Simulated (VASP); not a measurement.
A run of VASP 6.6.1 is set up as follows.

File POSCAR:

```
CsLi2
1.0
    3.9663300000      0.0000000000      0.0000000000
   -1.9831700000      3.4349500000      0.0000000000
    0.0000000000      0.0000000000     10.0283800000
Cs Li
1 2
Direct
    0.0000000000      0.0000000000      0.0000000000
    0.3333300000      0.6666700000      0.3486300000
    0.3333300000      0.6666700000      0.6513700000
```

File INCAR.step1:

```
ALGO     = Fast           # electronic algorithm
EDIFF    = 1E-6           # SCF threshold, eV
ENCUT    = 520            # plane-wave cutoff, eV
GGA      = PS             # functional
ISIF     = 2              # what is computed and relaxed
ISMEAR   = -1             # smearing method
LASPH    = True           # aspherical terms in the spheres
LCHARG   = True           # write CHGCAR
LREAL    = False          # projectors in reciprocal space
LWAVE    = False          # write WAVECAR
NELM     = 60             # most SCF steps
PREC     = Accurate       # precision mode
SIGMA    = 0.05           # smearing width, eV
```

The input KPOINTS.step1:

```
k-points
0
Gamma
  6 6 3
```

Contents of INCAR.step2:

```
ALGO     = Fast           # electronic algorithm
EDIFF    = 1E-6           # SCF threshold, eV
ENCUT    = 520            # plane-wave cutoff, eV
GGA      = PS             # functional
ICHARG   = 11             # starting density
ISIF     = 2              # what is computed and relaxed
ISMEAR   = 0              # smearing method
LASPH    = True           # aspherical terms in the spheres
LCHARG   = False          # write CHGCAR
LREAL    = False          # projectors in reciprocal space
LWAVE    = False          # write WAVECAR
NELM     = 60             # most SCF steps
PREC     = Accurate       # precision mode
SIGMA    = 0.05           # smearing width, eV
```

KPOINTS.step2

```
path GMKGALHA,LM,KH
20
line-mode
reciprocal
 0.0000000000  0.0000000000  0.0000000000  G
 0.5000000000  0.0000000000  0.0000000000  M

 0.5000000000  0.0000000000  0.0000000000  M
 0.3333333333  0.3333333333  0.0000000000  K

 0.3333333333  0.3333333333  0.0000000000  K
 0.0000000000  0.0000000000  0.0000000000  G

 0.0000000000  0.0000000000  0.0000000000  G
 0.0000000000  0.0000000000  0.5000000000  A

 0.0000000000  0.0000000000  0.5000000000  A
 0.5000000000  0.0000000000  0.5000000000  L

 0.5000000000  0.0000000000  0.5000000000  L
 0.3333333333  0.3333333333  0.5000000000  H

 0.3333333333  0.3333333333  0.5000000000  H
 0.0000000000  0.0000000000  0.5000000000  A

 0.5000000000  0.0000000000  0.5000000000  L
 0.5000000000  0.0000000000  0.0000000000  M

 0.3333333333  0.3333333333  0.0000000000  K
 0.3333333333  0.3333333333  0.5000000000  H
```

Potentials or basis: VASP PAW PBE potentials, release 64 (Cs_sv, Li_sv).

Launch:

```sh
$ cat potpaw_PBE.64/Cs_sv/POTCAR potpaw_PBE.64/Li_sv/POTCAR > POTCAR
$ cp INCAR.step1 INCAR
$ cp KPOINTS.step1 KPOINTS
$ mpirun -np 1 vasp_std > vasp.out
$ cp INCAR.step2 INCAR
$ cp KPOINTS.step2 KPOINTS
$ mpirun -np 1 vasp_std > vasp.out
```

Problem. Estimate the band gap along the path.

Solution. None (metal or under the smearing width).

Levels at the corners of the path, in eV from the Fermi level:
| point | band 4 | band 5 | band 6 | band 7 | band 8 | band 9 | band 10 | band 11 |
| --- | --- | --- | --- | --- | --- | --- | --- | --- |
| Γ | -10.59 | -9.88 | -9.88 | -2.32 | -0.85 | -0.61 | 1.07 | 3.27 |
| M | -11.47 | -10.26 | -10.25 | -0.12 | 0.15 | 0.55 | 1.08 | 1.82 |
| M | -11.47 | -10.26 | -10.25 | -0.12 | 0.15 | 0.55 | 1.08 | 1.82 |
| K | -11.04 | -11.03 | -10.22 | 1.05 | 1.16 | 1.17 | 1.28 | 1.78 |
| K | -11.04 | -11.03 | -10.22 | 1.05 | 1.16 | 1.17 | 1.28 | 1.78 |
| Γ | -10.59 | -9.88 | -9.88 | -2.32 | -0.85 | -0.61 | 1.07 | 3.27 |
| Γ | -10.59 | -9.88 | -9.88 | -2.32 | -0.85 | -0.61 | 1.07 | 3.27 |
| A | -10.59 | -9.88 | -9.88 | -1.93 | -1.83 | 0.31 | 0.85 | 3.27 |
| A | -10.59 | -9.88 | -9.88 | -1.93 | -1.83 | 0.31 | 0.85 | 3.27 |
| L | -11.47 | -10.26 | -10.25 | -0.04 | 0.01 | 0.67 | 1.41 | 1.60 |
| L | -11.47 | -10.26 | -10.25 | -0.04 | 0.01 | 0.67 | 1.40 | 1.59 |
| H | -11.04 | -11.03 | -10.22 | 0.82 | 1.01 | 1.51 | 1.91 | 1.95 |
| H | -11.04 | -11.03 | -10.22 | 0.82 | 1.01 | 1.51 | 1.94 | 1.94 |
| A | -10.59 | -9.88 | -9.88 | -1.93 | -1.83 | 0.31 | 0.85 | 3.27 |
| L | -11.47 | -10.26 | -10.25 | -0.04 | 0.01 | 0.67 | 1.40 | 1.59 |
| M | -11.47 | -10.26 | -10.25 | -0.12 | 0.15 | 0.55 | 1.08 | 1.82 |
| K | -11.04 | -11.03 | -10.22 | 1.05 | 1.16 | 1.17 | 1.28 | 1.78 |
| H | -11.04 | -11.03 | -10.22 | 0.82 | 1.01 | 1.51 | 1.93 | 1.94 |

Caveat: the log is that of the step along the path at fixed density, whose energy, stress, charges and moments have no meaning; spin-orbit coupling is left out, which moves the levels of the heavy elements.
